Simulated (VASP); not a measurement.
Data:

```xyz
2
Lattice="1.3529 -2.3434 0.0000 1.3529 2.3434 0.0000 0.0000 0.0000 4.3282" Properties=species:S:1:pos:R:3 pbc="T T T"
Tc     1.3529     0.7811     1.0821
Tc     1.3529    -0.7811     3.2462
```

Computed with LDA (Ceperley-Alder, Perdew-Zunger), VASP's LDA PAW potentials (set 64) (plane waves; VASP). Run with 400 eV cut-off, 14×14×8 Γ-centred mesh, first-order Methfessel-Paxton smearing of 0.10 eV, potentials Tc_pv.

### Question
Predict the energy per atom (σ→0), band gap (on the k-mesh) with the smallest direct gap where there is one.

### Answer

```yaml
band gap (on the k-mesh): none (metal, semimetal or under 0.01 eV)
energy per atom (σ→0): -11.736 eV/atom
```

Total energies compare only between runs with the same potentials, cut-off and functional.

The compound is Tc in the hcp structure. It was relaxed first. The start is the result of an earlier pass.
